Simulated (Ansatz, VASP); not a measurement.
## NaCl in two plane-wave programs

One calculation is typed for both programs; each brings its own data sets. How far apart do they land? The cell is taken from a series of runs on this material, whose earlier steps may have relaxed, scaled, displaced or heated it; both programs get it as it stands.

Program: Ansatz 0.2.0. Level of theory: plane waves, with VASP 6.6.1 beside it; relaxation of cell and atoms at PBE and elastic constants at PBE. Results are calculated unless marked as measured.

### Step 1. Starting point

It takes space group Fm-3m (No. 225, cubic). Conventional cell: a = 5.694 Å, b = 5.694 Å, c = 5.694 Å, α = 90.00°, β = 90.00°, γ = 90.00°. Na has 6 Cl at 2.85 Å nearest. Nearest to Cl lie 6 Na at 2.85 Å. Farther neighbours and most contacts between anions are not listed.

As a file:

```xyz
2
Lattice="0.0000 2.8472 2.8472 2.8472 0.0000 2.8472 2.8472 2.8472 0.0000" Properties=species:S:1:pos:R:3 pbc="T T T"
Na    0.0000    0.0000    0.0000
Cl    2.8472    2.8472    2.8472
```

### Step 2. VASP: relaxation of cell and atoms, PBE

The relaxed volume is the usual yardstick between codes: in a stiff, nearly cubic crystal its relative difference is about their pressure difference at one cell divided by the bulk modulus.

Lines of VASP's logs that name or quote its potential files are left out, and so is its time.

INCAR reads:

```
SYSTEM = NaCl
PREC = Accurate
ENCUT = 500
EDIFF = 1E-07
NELM = 120
ISMEAR = 0
SIGMA = 0.01
LREAL = .FALSE.
ALGO = Normal
GGA = PE
NBANDS = 13
LORBIT = 11
LWAVE = .FALSE.
LCHARG = .FALSE.
ISIF = 3
IBRION = 2
NSW = 80
EDIFFG = -0.005
LASPH = .TRUE.
GGA_COMPAT = .FALSE.
NELMIN = 4
EFERMI = MIDGAP
```

POSCAR reads:

```
NaCl
1.0
    0.0000000000      2.8471640000      2.8471640000
    2.8471640000      0.0000000000      2.8471640000
    2.8471640000      2.8471640000      0.0000000000
Na Cl
1 1
Direct
    0.0000000000      0.0000000000      0.0000000000
    0.5000000000      0.5000000000      0.5000000000
```

KPOINTS reads:

```
Automatic mesh
0
Gamma
6 6 6
0 0 0
```

The projector-augmented-wave data sets are Na_pv and Cl (PBE family, release 64).

Command:

```
mpirun -np 1 vasp_std
```

Numbers of over 12 decimals in the logs are rounded to 6 here.

The log of the run:

```text
[banner, memory and clock lines left out]
running    1 mpi-ranks, on    1 nodes
 distrk:  each k-point on    1 cores,    1 groups
 distr:  one band on    1 cores,    1 groups

 POSCAR found type information on POSCAR NaCl
 POSCAR found :  2 types and       2 ions
 LDA part: xc-table for (Slater+PW92), standard interpolation
 POSCAR, INCAR and KPOINTS ok, starting setup
 FFT: planning ... GRIDC
 FFT: planning ... GRID_SOFT
 FFT: planning ... GRID
 WAVECAR not read
 entering main loop
       N       E                     dE             d eps       ncg     rms          rms(c)
DAV:   1     0.976082592224E+02    0.97608E+02   -0.68073E+03   416   0.102E+03
DAV:   2     0.126660007794E+01   -0.96342E+02   -0.88228E+02   470   0.272E+02
DAV:   3    -0.683329155792E+01   -0.80999E+01   -0.80436E+01   526   0.743E+01
DAV:   4    -0.697844522540E+01   -0.14515E+00   -0.14508E+00   486   0.109E+01
DAV:   5    -0.698171427072E+01   -0.32690E-02   -0.32688E-02   529   0.167E+00    0.214E+00
DAV:   6    -0.678349087016E+01    0.19822E+00   -0.34865E-01   496   0.353E+00    0.160E+00
DAV:   7    -0.677174544102E+01    0.11745E-01   -0.85856E-02   538   0.173E+00    0.109E+00
DAV:   8    -0.677767420666E+01   -0.59288E-02   -0.10733E-02   441   0.924E-01    0.299E-01
DAV:   9    -0.677755759316E+01    0.11661E-03   -0.22286E-04   511   0.122E-01    0.173E-01
DAV:  10    -0.677769174123E+01   -0.13415E-03   -0.41099E-04   451   0.153E-01    0.763E-02
DAV:  11    -0.677767777430E+01    0.13967E-04   -0.25388E-05   506   0.434E-02    0.191E-02
DAV:  12    -0.677767765594E+01    0.11836E-06   -0.31694E-06   471   0.154E-02    0.138E-03
DAV:  13    -0.677767822374E+01   -0.56779E-06   -0.29746E-07   461   0.389E-03    0.240E-03
DAV:  14    -0.677767806356E+01    0.16018E-06   -0.27047E-08   343   0.993E-04    0.306E-04
DAV:  15    -0.677767805148E+01    0.12079E-07   -0.18097E-09   268   0.425E-04
   1 F= -.67776781E+01 E0= -.67776781E+01  d E =-.677768E+01
 curvature:   0.00 expect dE= 0.000E+00 dE for cont linesearch  0.000E+00
 trial: gam= 0.00000 g(F)=  0.205E-63 g(S)=  0.791E-05 ort = 0.000E+00 (trialstep = 0.100E+01)
 search vector abs. value=  0.791E-05
 bond charge predicted
       N       E                     dE             d eps       ncg     rms          rms(c)
DAV:   1    -0.677773393810E+01   -0.55875E-04   -0.10637E-03   491   0.436E-01    0.463E-02
DAV:   2    -0.677769031436E+01    0.43624E-04   -0.64257E-05   481   0.761E-02    0.186E-02
DAV:   3    -0.677768350961E+01    0.68048E-05   -0.15416E-05   501   0.402E-02    0.899E-03
DAV:   4    -0.677768394244E+01   -0.43283E-06   -0.44822E-07   506   0.744E-03    0.690E-04
DAV:   5    -0.677768393668E+01    0.57598E-08   -0.50191E-08   253   0.202E-03
   2 F= -.67776839E+01 E0= -.67776839E+01  d E =-.588520E-05
 trial-energy change:   -0.000006  1 .order   -0.000005   -0.000008   -0.000003
 step:   1.3657(harm=  1.6197)  dis= 0.00000  next Energy=    -6.777685 (dE=-0.646E-05)
 reached required accuracy - stopping structural energy minimisation
```

Parts of OUTCAR (step 2):

```text
ion  position               nearest neighbor table
   1  0.000  0.000  0.000-
   2  0.500  0.500  0.500-

  LATTYP: Found a face centered cubic cell.
 ALAT       =     5.6943280000

 Subroutine GETGRP returns: Found 48 space group operations
 (whereof 48 operations were pure point group operations)

The static configuration has the point symmetry O_h .

 Found     16 irreducible k-points:

   k-points           NKPTS =     16   k-points in BZ     NKDIM =     16   number of bands    NBANDS=     13

   dimension x,y,z NGX =    30 NGY =   30 NGZ =   30
   dimension x,y,z NGXF=    60 NGYF=   60 NGZF=   60

   ENCUT  =  500.0 eV  36.75 Ry    6.06 a.u.   7.34  7.34  7.34*2*pi/ulx,y,z

   NELECT =      14.0000    total number of electrons

 k-points in reciprocal lattice and weights: Automatic mesh
   0.00000000  0.00000000  0.00000000       0.005
   0.16666667  0.00000000  0.00000000       0.037
   0.33333333  0.00000000  0.00000000       0.037
   0.50000000  0.00000000  0.00000000       0.019
   0.16666667  0.16666667  0.00000000       0.028
   0.33333333  0.16666667  0.00000000       0.111
   0.50000000  0.16666667  0.00000000       0.111
  -0.33333333  0.16666667  0.00000000       0.111
  -0.16666667  0.16666667  0.00000000       0.056
[...]
-0.33333333  0.33333333  0.16666667       0.111
  -0.33333333  0.50000000  0.16666667       0.056

 average (electrostatic) potential at core
       1 -47.5815       2 -93.6709

 E-fermi :   1.6105

 k-point     1 :       0.0000    0.0000    0.0000
  band No.  band energies     occupation
    ...
      3     -21.7641      2.00000
      4     -13.4878      2.00000
      5      -0.8902      2.00000
      6      -0.8902      2.00000
      7      -0.8902      2.00000
      8       4.1111      0.00000
      9      10.1998      0.00000
     10      10.1998      0.00000
     11      10.1998      0.00000
     12      12.3244      0.00000
    ...

 k-point     2 :       0.1667    0.0000    0.0000
  band No.  band energies     occupation
    ...
      3     -21.7646      2.00000
      4     -13.4135      2.00000
      5      -1.4646      2.00000
      6      -0.9550      2.00000
      7      -0.9550      2.00000
      8       4.9077      0.00000
      9       9.4005      0.00000
     10      10.4673      0.00000
     11      10.4673      0.00000
     12      11.9864      0.00000
    ...

 k-point     3 :       0.3333    0.0000    0.0000
  band No.  band energies     occupation
    ...
      3     -21.7655      2.00000
      4     -13.2590      2.00000
      5      -2.3546      2.00000
      6      -1.0791      2.00000
      7      -1.0791      2.00000
      8       6.0639      0.00000
      9       9.0626      0.00000
     10      10.2498      0.00000
     11      10.2498      0.00000
     12      13.0579      0.00000
    ...

  Total       -0.0040013     -0.0040013     -0.0040013      0.0000000      0.0000000      0.0000000
  in kB       -0.1389871     -0.1389871     -0.1389871      0.0000000      0.0000000      0.0000000
  external PRESSURE =      -0.1389871 kB  Pullay stress =       0.0000000 kB

  energy-cutoff  :      500.00
  volume of cell :       46.13
      direct lattice vectors                 reciprocal lattice vectors
     0.000000000  2.846445788  2.846445788    -0.175657658  0.175657658  0.175657658
     2.846445788 -0.000000000  2.846445788     0.175657658 -0.175657658  0.175657658
     2.846445788  2.846445788  0.000000000     0.175657658  0.175657658 -0.175657658

 POSITION                                       TOTAL-FORCE (eV/Angst)
 -----------------------------------------------------------------------------------
      2.84645      5.69289      2.84645         0.000000      0.000000      0.000000
      2.84645      2.84645      2.84645         0.000000      0.000000      0.000000
 -----------------------------------------------------------------------------------
    total drift:                               -0.000000     -0.000000      0.000000

  FREE ENERGIE OF THE ION-ELECTRON SYSTEM (eV)
  ---------------------------------------------------
  free  energy   TOTEN  =        -6.7776839367 eV

  energy  without entropy=       -6.7776839367  energy(sigma->0) =       -6.77768394

 reached required accuracy - stopping structural energy minimisation

 total charge
# of ion       s       p       d       tot
------------------------------------------
    1        0.040   5.976   0.000   6.017
    2        1.588   3.580   0.000   5.168
--------------------------------------------------
tot          1.628   9.556   0.000  11.184

[... 3 further parts left out ...]
```

CONTCAR:

```
NaCl
   1.00000000000000
     0.0000000000000000    2.8464457883130807    2.8464457883130807
     2.8464457883130807   -0.0000000000000000    2.8464457883130807
     2.8464457883130807    2.8464457883130807    0.0000000000000000
  Na              Cl
     1     1
Direct
     1.0000000000000000    0.0000000000000000    1.0000000000000000
     0.5000000000000000    0.5000000000000000    0.5000000000000000
```

### Step 3. Ansatz: relaxation of cell and atoms, PBE

Ansatz runs on its PAW soft_1 files.

The same cell, functional and mesh now go to Ansatz, which takes its cutoff from its data sets.

input.yaml reads:

```yaml
crystal:
  lattice:
    - [0.0, 2.8471640895, 2.8471640895]
    - [2.8471640895, 0.0, 2.8471640895]
    - [2.8471640895, 2.8471640895, 0.0]
  atoms:
    - { symbol: Na, position: [0.0, 0.0, 0.0] }
    - { symbol: Cl, position: [0.5, 0.5, 0.5] }
kpoints:
  mp_grid: { grid: [6, 6, 6] }
hamiltonian:
  xc: pbe
  pseudopotentials: { kind: paw, azcp: { folder: soft_1 } }
scf:
  occupations: { method: fixed }
output:
  forces: true
  stress: true
  eigenvalues: true
relax:
  adjacent_minimum: "off"
  f_tol: 0.001
  max_steps: 60
  cell: { stress_tol: 0.01 }
```

Command:

```
ansatz run input.yaml --threads 4 --pin off --max-ram 8192MiB --backend cpu --events-out ev --progress --plain --runs-dir out
```

The log of the run:

```text
Engine: ansatz 0.2.0, x86_64-unknown-linux-gnu
Pseudopotentials: kind: paw
Pseudopotential: Na, paw, valence charge 9, recommended cutoff 420 eV (normal), soft_1/Na.paw.azcp
Pseudopotential: Cl, paw, valence charge 7, recommended cutoff 420 eV (normal), soft_1/Cl.paw.azcp
Functional definition: PBE
  parameter kappa = 0.804
  parameter beta = 0.066725
  exchange = pbe_x(kappa = kappa, mu = beta*pi^2/3)
  correlation = pbe_c(beta = beta)
Crystal: 2 atoms, lattice volume = 46.160 Å³
Basis set: ecut = 420 eV, 893 PW (Γ), exchange–correlation on 54×54×54 points (8 copies of the dense FFT grid, shifted against one another)
Bands: 12, of which v1, the nominal top of the filled ones, is band 8 counted from 1 (7 counted from 0)
Symmetry: 48 space group operations
Space group: Fm-3m (ITA 225), of the structure as read, at distance tolerance 3.6e-5 Å
k-points: 16 of 216
Non-local potential: Na, projectors of the file, l = 0: 3, l = 1: 2, l = 2: 1
Non-local potential: Cl, projectors of the file, l = 0: 2, l = 1: 2, l = 2: 1
PAW form: soft (Blöchl's): semilocal exchange-correlation on the pseudo side does not see the compensation charge
PAW one-centre angular grid: Na, 110 points (default); XC on 64 Gauss nodes
PAW one-centre angular grid: Cl, 110 points (default); XC on 64 Gauss nodes
Initial density: superposition of atomic densities (chi_scale 0.1, normalization cell, long waves kept (reshape's long-wave potential 0.00 eV rms))
Initial wavefunctions: pseudopotential atomic-orbital guess
Functional: x = pbe(κ = 0.804, μ = 0.219515), c = pbe(β = 0.066725)
SCF iter   1: F=—  HF=-2570.526262 eV  |F-HF|=—  |Δ(HF+E_count)|=         —  Δρ=7.26e-2  dr2=1.95e0  ethr=3.10e-3  ⟨swp⟩=4.6  Hψ=1117  notcnv=0  defer=29
preconditioner: auto → none  [insulator: Δε(μ)=3.839 eV  Ē_g=12.571 eV  n_scr=14 (ndim 8)  ℏωp=15.5 eV  f_vac=0.000  ε∞_Penn≈2.5]
SCF iter   2: F=—  HF=-2569.580487 eV  |F-HF|=—  |Δ(HF+E_count)|=   9.46e-1  Δρ=1.46e-2  dr2=1.18e-1  ethr=3.10e-3  ⟨swp⟩=3.0  Hψ=561  notcnv=0  defer=17
SCF iter   3: F=—  HF=-2569.554885 eV  |F-HF|=—  |Δ(HF+E_count)|=   2.56e-2  Δρ=5.41e-3  dr2=1.25e-2  ethr=7.35e-4  ⟨swp⟩=3.0  Hψ=340  notcnv=0  defer=30
SCF iter   4: F=—  HF=-2569.555786 eV  |F-HF|=—  |Δ(HF+E_count)|=   9.01e-4  Δρ=1.27e-3  dr2=1.13e-3  ethr=7.81e-5  ⟨swp⟩=2.8  Hψ=374  notcnv=0  defer=30
SCF iter   5: F=—  HF=-2569.556069 eV  |F-HF|=—  |Δ(HF+E_count)|=   2.83e-4  Δρ=2.20e-4  dr2=1.78e-5  ethr=7.09e-6  ⟨swp⟩=2.0  Hψ=290  notcnv=0  defer=30
SCF iter   6: F=—  HF=-2569.556145 eV  |F-HF|=—  |Δ(HF+E_count)|=   7.65e-5  Δρ=2.81e-5  dr2=3.01e-7  ethr=1.11e-7  ⟨swp⟩=2.0  Hψ=354  notcnv=0  defer=30
SCF iter   7: F=-2569.556145 eV  HF=-2569.556145 eV  |F-HF|=2.83e-9  |Δ(HF+E_count)|=   1.15e-7  Δρ=2.91e-6  dr2=1.99e-9  ethr=6.25e-10  ⟨swp⟩=8.2  Hψ=1253  notcnv=0
SCF 1 converged in 7 iterations: F = -2569.556145 eV  dr2 = 1.99e-9
  greatest PAW one-centre occupation: 0.999 electrons in one spin orbital (limit 2), on the Na atom at site 0 (counted from 0), in its partial waves of l = 0
relax step   1: F+E_penalty+E_count = -2569.55614512 eV  Δ(F+E_penalty+E_count) = +0.000e0 eV  max|allowed force component| = 6.163e-30 eV/Å  Δτ_max = 0.0000 Å  P = +0.021 GPa  Ω = 46.160 Å³  (7 SCF iters, dr2 threshold 1.00e-7 eV, accepted)
[...]
relax step   2: F+E_penalty+E_count = -2569.55614665 eV  Δ(F+E_penalty+E_count) = -1.527e-6 eV  max|allowed force component| = 1.726e-30 eV/Å  Δτ_max = 0.0000 Å  P = +0.008 GPa  Ω = 46.186 Å³  energy of the carried Pulay correction = -8.522e-7 eV  (4 SCF iters, dr2 threshold 1.14e-9 eV, accepted)
[...]
relax step   3: F+E_penalty+E_count = -2569.55614665 eV  Δ(F+E_penalty+E_count) = -1.100e-10 eV  max|allowed force component| = 1.898e-30 eV/Å  Δτ_max = 0.0000 Å  P = +0.008 GPa  Ω = 46.186 Å³  stress off target by 8.02e-3 GPa  SCF on the basis re-selected at this cell (its energy is not comparable with the rows above)  (8 SCF iters)
basis re-selected at this cell: Δ(F+E_penalty+E_count) = -1.100e-10 eV, ΔP = -0.000 GPa vs the last step (what re-selecting the basis moved, of the pressure what is left beyond the Pulay correction that the steps carried, after the strain that the cell walked since its last selection, with what the two solves' SCF thresholds leave and, on support functions, any second-order correction that the steps lacked; it is no  [...]
SCF converged after 8 iterations
Free energy (F): -2569.556147 eV
Harris-Foulkes:  -2569.556147 eV  (|F-HF|=0.00e0)
Internal energy: -2569.556147 eV  (E = F + TS)
E sigma→0 (E₀):  -2569.556147 eV
Fermi energy:    0.828689 eV
--- Per-component energies (eV) ---
  E_band       = -239.222451
  E_kinetic    = 266.893169
  E_local      = -1693.145905  (includes V_loc(G=0)·N_el)
  E_nonlocal   = 309.442058
  E_hartree    = 572.184616
  E_xc         = -145.432249
  E_vxc        = -165.278442  (∫ρ·V_xc dr)
  E_paw        = -952.449777  (= ΣΔE_a)
  E_vpaw       = -101.502732  (= ΣTr[D̂ρ^β])
  E_aug_tail   = 0.000185  (compensation charges beyond the density's cutoff)
  E_ewald      = -927.048244
  E_smearing   = -0.000000  (= −TS)
  E_closure    = -0.000000  (closes the sum)
  Σ components = -2569.556147   (vs F -2569.556147, Δ=0.00e0)
--- Forces (eV/Å), atoms counted from 1 ---
  atom   1  Na    -0.00000000     0.00000000    -0.00000000
  atom   2  Cl     0.00000000    -0.00000000    -0.00000000
  max |Σ_I F_I| component: 3.57e-30 eV/Å
--- Stress (GPa, compression-positive) ---
        0.008022       0.000000      -0.000000
        0.000000       0.008022       0.000000
       -0.000000       0.000000       0.008022
  P = ⅓ Tr σ = 0.0080 GPa (0.080 kbar)
--- Band table (eV; the first three rows and the last of 16) ---
  k-point 0: bands = [... 4 lower, -11.7644, 0.8287, 0.8287, 0.8287, 5.8260, 11.8336, 11.8336, 11.8336]
  k-point 1: bands = [... 4 lower, -11.6910, 0.2560, 0.7641, 0.7641, 6.6211, 11.0641, 12.0959, 12.0959]
  k-point 2: bands = [... 4 lower, -11.5384, -0.6313, 0.6407, 0.6407, 7.7714, 10.7536, 11.8796, 11.8796]
  k-point 15: bands = [... 4 lower, -11.4018, -0.5371, -0.0363, 0.1503, 9.0801, 9.6675, 11.1769, 12.6839]
--- Relaxed structure (2 steps of the walk, 2 accepted, 1 SCFs on fresh bases) ---
  F+E_penalty+E_count = -2569.55614665 eV   max|allowed force component| = 1.898e-30 eV/Å   (the final SCF, on the basis selected at the relaxed cell)
  cell:  # Å, volume = 46.1861 Å³
    - [0, 2.847698, 2.847698]
    - [2.847698, 0, 2.847698]
    - [2.847698, 2.847698, 0]
  atoms:
    - { symbol: Na, position: [0, 0, 0] }
    - { symbol: Cl, position: [0.5, 0.5, 0.5] }
```

In the SCF lines HF is the Harris–Foulkes energy and dr2 the Hartree energy of the density residual, in eV; the loop may stop once dr2 is under the threshold and the program's other checks hold. Hψ counts applications of the Hamiltonian.

### Step 4. Side by side

Known differences besides the potentials themselves: fixed occupations in Ansatz, narrow Gaussian smearing in VASP; the data sets hold 16 valence electrons in Ansatz (on its PAW soft_1 files) and 14 in VASP; the cutoff is 420 eV in Ansatz and 500 eV in VASP; Ansatz adds a Pulay correction to the stress that steers its cell, VASP none. Total energies have different zeros and are not compared.

The two programs side by side:

```
                                         quantity  Ansatz   VASP  difference
                                      volume (Å³)   46.19  46.13     +0.13 %
edge a after relaxation, in the typed setting (Å)   4.027  4.026     +0.04 %
```

[end of part 1 of 2]

[Lines on the potential files, build, host, timing and source positions are cut from VASP's logs without a mark.]

[Logs are printed without paths, hosts, clocks, repeated set-up lines and the standing remarks that a program may print on its own settings, such as how far it seeks lower states.]

[Hosts, paths, dates, database ids (printed as entryN), source tags and the programs' standing remarks are cut or masked in the printed files.]
